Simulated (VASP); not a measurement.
Here is the system:

```yaml
crystal:
  lattice:
    - [4.08773, 0.00000, 0.00000]
    - [0.00000, 4.08773, 0.00000]
    - [0.00000, 0.00000, 4.08773]
  atoms:
    - { symbol: Ca, position: [0.00000, 0.00000, 0.00000] }
    - { symbol: B, position: [0.79900, 0.50000, 0.50000] }
    - { symbol: B, position: [0.50000, 0.20100, 0.50000] }
    - { symbol: B, position: [0.50000, 0.79900, 0.50000] }
    - { symbol: B, position: [0.20100, 0.50000, 0.50000] }
    - { symbol: B, position: [0.50000, 0.50000, 0.79900] }
    - { symbol: B, position: [0.50000, 0.50000, 0.20100] }
```

Calculation: LDA (Ceperley-Alder, Perdew-Zunger), VASP's LDA PAW potentials (set 64) (plane waves; VASP). Run with 520 eV cut-off, Gaussian smearing of 0.050 eV, potentials Ca_sv B.

**Question.** Give the energies of bands 7 to 17 at the high-symmetry points, in eV from the Fermi level.

**Answer.** 
```csv
band,Γ,X,M,R
7,-6.61,-6.20,-8.75,-8.48
8,-6.61,-6.20,-5.66,-8.48
9,-6.61,-6.20,-5.34,-4.49
10,-5.26,-4.81,-5.14,-4.49
11,-5.26,-2.44,-2.81,-4.49
12,-0.33,-2.44,-2.81,-1.11
13,-0.33,-1.82,-1.51,-1.11
14,-0.33,-0.26,-1.51,-1.11
15,2.84,0.09,3.12,4.28
16,2.84,3.24,3.12,4.82
17,2.84,3.24,4.07,4.84
```

It has no gap at this level: it comes out as a metal or semimetal.

Measured: gap 1.00 eV (computed value off by -1.00 eV), as given by Zhigang Wu et al., Physical Review B (2004), arXiv:cond-mat/0401246.

The compound is CaB6 in the cab6 structure. It was relaxed first.
